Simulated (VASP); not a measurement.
Calculation: PBEsol GGA, VASP's PBE PAW potentials (set 64) (plane waves; VASP 6.6.1).

A VASP calculation is set up with these files.

**POSCAR**
```
Mg4Te3S
1
    4.4154509513     0.0000000000     0.0000000000
    0.0000000000     8.8916856434     0.0000000000
    0.0000000000     0.0000000000     6.1688905432
Mg Te S
4 3 1
Direct
  0.0000000000   0.2744269812   0.9813279031
  0.0000000000   0.7255730188   0.9813279031
  0.5000000000   0.0000000000   0.4853175783
  0.5000000000   0.5000000000   0.5470534826
  0.5000000000   0.2645657103   0.2510344947
  0.5000000000   0.7354342897   0.2510344947
  0.0000000000   0.0000000000   0.7562157651
  0.0000000000   0.5000000000   0.7466883782
```

### KPOINTS
```
Automatic
0
G
6 3 4
```

INCAR:
```
# general
SYSTEM  = Mg4Te3S
PREC    = Accurate
ENCUT   = 400
LREAL   = .FALSE.
LASPH   = .TRUE.

# electronic loop
EDIFF   = 1E-7
NELM    = 100
ALGO    = Normal
LMAXMIX = 4

# smearing
ISMEAR  = -5

# functional
GGA     = PS

# ions
ISIF    = 2

# output
LWAVE   = .FALSE.
LCHARG  = .TRUE.
LORBIT  = 11
NEDOS   = 601

# other
LEFG    = .TRUE.
```

POTCAR, in this order: Mg Te S (PBE.64 set). Program: vasp_std.

Task: What will the output report for the number of irreducible k-points (NKPTS), number of bands (NBANDS), largest plane-wave count, number of space-group operations, FFT grid (NGX, NGY, NGZ)?

Result: 
| Quantity | Result |
|---|---|
| number of irreducible k-points (NKPTS) | 24 |
| number of bands (NBANDS) | 21 |
| largest plane-wave count | 4430 |
| number of space-group operations | 4 |
| FFT grid (NGX, NGY, NGZ) | 30 × 60 × 40 |

The structure comes from a computed database's Mg4Te3S entry (Pmm2); how it stands against other phases isn't given here. It was relaxed first.
